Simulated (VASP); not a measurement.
Input of a VASP 6.6.1 run:

The input INCAR:

```
SYSTEM = Sn
ALGO     = Normal         ! electronic algorithm
EDIFF    = 1E-7           ! SCF threshold, eV
ENCUT    = 300            ! plane-wave cutoff, eV
GGA      = PS             ! functional
ISIF     = 2              ! what is computed and relaxed
ISMEAR   = -1             ! smearing method
LASPH    = .True.         ! aspherical terms in the spheres
LCHARG   = .False.        ! write CHGCAR
LEFG     = .True.       
LREAL    = .False.        ! projectors in reciprocal space
LWAVE    = .False.        ! write WAVECAR
NELM     = 100            ! most SCF steps
PREC     = Accurate       ! precision mode
SIGMA    = 0.05           ! smearing width, eV
```

File KPOINTS:

```
k-points
0
Gamma
  12 12 12
  0 0 0
```

File POSCAR:

```
Sn
1.0
   -2.9196440750      2.9196440750      1.5938000000
    2.9196440750     -2.9196440750      1.5938000000
    2.9196440750      2.9196440750     -1.5938000000
Sn
2
Direct
    0.0000000000      0.0000000000      0.0000000000
    0.7500000000      0.2500000000      0.5000000000
```

Potentials or basis: VASP PAW PBE potentials, release 64 (Sn_d).

Run with:

```sh
$ cat potpaw_PBE.64/Sn_d/POTCAR > POTCAR
$ mpirun -np 1 vasp_std > vasp.out
```

Task: Predict the pressure.

Result: -1.1 GPa.

Task: Estimate the band gap on the k mesh.

Result: None (metal or under the smearing width).

Stress tensor (GPa, compression positive):
```
-0.99  0.00  0.00
 0.00 -0.99  0.00
 0.00  0.00 -1.35
```

Caveat: the PAW data sets were made with another functional, which shifts forces and pressure a little.
